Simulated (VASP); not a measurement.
Level of theory: PBE GGA with D3 dispersion (Becke-Johnson damping) with spin-orbit coupling, VASP's PBE PAW potentials (set 64) (plane waves; VASP 6.6.1).

The input files of a VASP run:

File KPOINTS:
```
Automatic mesh
0
Gamma
12 12 12
0 0 0
```

### KPOINTS_OPT
```
k-points along high-symmetry lines
5
Line-mode
Reciprocal
  0.000000   0.000000   0.000000 ! GAMMA
  0.000000   0.000000   0.500000 ! X

  0.000000   0.000000   0.500000 ! X
  0.250000   0.250000   0.250000 ! P

  0.250000   0.250000   0.250000 ! P
  0.000000   0.500000   0.000000 ! N

  0.000000   0.500000   0.000000 ! N
  0.000000   0.000000   0.000000 ! GAMMA

  0.000000   0.000000   0.000000 ! GAMMA
  0.500000   0.500000  -0.500000 ! M

  0.500000   0.500000  -0.500000 ! M
  0.291427   0.708573  -0.291427 ! S

 -0.291427   0.291427   0.291427 ! S_0
  0.000000   0.000000   0.000000 ! GAMMA

  0.000000   0.000000   0.500000 ! X
 -0.082854   0.082854   0.500000 ! R

  0.500000   0.500000  -0.082854 ! G
  0.500000   0.500000  -0.500000 ! M
```

**INCAR**
```
ALGO = Normal   # blocked Davidson
LSORBIT = .True.
LMAXMIX = 4   # l cut-off of mixed one-centre charges
LASPH = .True.   # aspherical one-centre terms
MAGMOM = 0 0 0 0 0 0 0 0 0
LWAVE = .False.
PREC = Accurate
IVDW = 12   # D3, Becke-Johnson
NELM = 100
SIGMA = 0.05
ISMEAR = 0
GGA_COMPAT = .False.
EDIFF = 1E-6   # SCF stop (eV)
LREAL = .False.   # projection in real space or not
GGA = PE   # PBE
ENCUT = 400   # plane-wave cut-off (eV)
SYSTEM = Si2Mo
LCHARG = .False.
```

### POSCAR
```
Si2Mo
4.4993810
 -0.3531207084   0.3531207084   0.8663784328
  0.3531207084  -0.3531207084   0.8663784328
  0.3531207084   0.3531207084  -0.8663784328
Mo Si
1 2
Direct
  0.0000000000   0.0000000000   0.0000000000
  0.3345925076   0.3345925076   0.0000000000
  0.6654074924   0.6654074924   0.0000000000
```

POTCAR, in this order: Mo_sv Si (PBE.64 set). Program: vasp_ncl.

Output of the run:

### OSZICAR
```
       N       E                     dE             d eps       ncg     rms          rms(c)
DAV:   1     0.132426776419E+03    0.13243E+03   -0.10104E+04 10428   0.115E+03
DAV:   2    -0.190522697503E+02   -0.15148E+03   -0.14638E+03 11510   0.331E+02
DAV:   3    -0.241435402186E+02   -0.50913E+01   -0.49493E+01 12564   0.531E+01
DAV:   4    -0.242099532288E+02   -0.66413E-01   -0.66249E-01 12140   0.569E+00
DAV:   5    -0.242106756698E+02   -0.72244E-03   -0.72229E-03 12072   0.581E-01    0.226E+01
DAV:   6    -0.234692440859E+02    0.74143E+00   -0.53858E+00 11248   0.184E+01    0.501E+00
DAV:   7    -0.233577141292E+02    0.11153E+00   -0.74635E-01 10962   0.665E+00    0.477E+00
DAV:   8    -0.233238355103E+02    0.33879E-01   -0.92284E-02 11548   0.275E+00    0.600E-01
DAV:   9    -0.233233761575E+02    0.45935E-03   -0.37694E-03 12270   0.448E-01    0.315E-01
DAV:  10    -0.233232205072E+02    0.15565E-03   -0.24819E-04 11472   0.152E-01    0.166E-01
DAV:  11    -0.233232245738E+02   -0.40666E-05   -0.18618E-04 13022   0.134E-01    0.407E-02
DAV:  12    -0.233232155891E+02    0.89847E-05   -0.78507E-05 11288   0.760E-02    0.148E-02
DAV:  13    -0.233232147334E+02    0.85571E-06   -0.61749E-06  9950   0.209E-02
   1 F= -.25092130E+02 E0= -.25091883E+02  d E =-.494162E-03  mag=    -0.0000     0.0000    -0.0000
       N       E                     dE             ncg
```

OUTCAR:
```
------------------------ aborting loop because EDIFF is reached ----------------------------------------
 Edisp (eV)   -1.76892
  FORCE on cell =-STRESS in cart. coord.  units (eV):
  Direction    XX          YY          ZZ          XY          YZ          ZX
  --------------------------------------------------------------------------------------
  Total      -0.02565    -0.02565    -0.02987     0.00000     0.00000     0.00000
  in kB      -1.04395    -1.04395    -1.21585     0.00000     0.00000     0.00000
  external pressure =       -1.10 kB  Pullay stress =        0.00 kB
  volume of cell :       39.36
      direct lattice vectors                 reciprocal lattice vectors
    -1.588824606  1.588824606  3.898166659     0.000000000  0.314698047  0.128265424
     1.588824606 -1.588824606  3.898166659     0.314698047  0.000000000  0.128265424
     1.588824606  1.588824606 -3.898166659     0.314698047  0.314698047  0.000000000
 POSITION                                       TOTAL-FORCE (eV/Angst)
 -----------------------------------------------------------------------------------
      0.00000      0.00000      0.00000        -0.000000     -0.000000     -0.000000
      0.00000      0.00000      2.60859        -0.000000     -0.000000     -0.017356
      0.00000      0.00000      5.18774         0.000000      0.000000      0.017356
 -----------------------------------------------------------------------------------
    total drift:                                0.000000     -0.000000     -0.000000
  FREE ENERGIE OF THE ION-ELECTRON SYSTEM (eV)
  ---------------------------------------------------
  free  energy   TOTEN  =       -25.0921302252 eV

  energy  without entropy=      -25.0916360631  energy(sigma->0) =      -25.09188314

 Ion:    1  E_soc:     -0.1951728

 Ion:    2  E_soc:     -0.0005480

 Ion:    3  E_soc:     -0.0005480
```
(Selected blocks of OUTCAR.)

The structure comes from a measured Si2Mo entry (I4/mmm) of the Crystallography Open Database, whose conditions weren't checked. It was relaxed first.
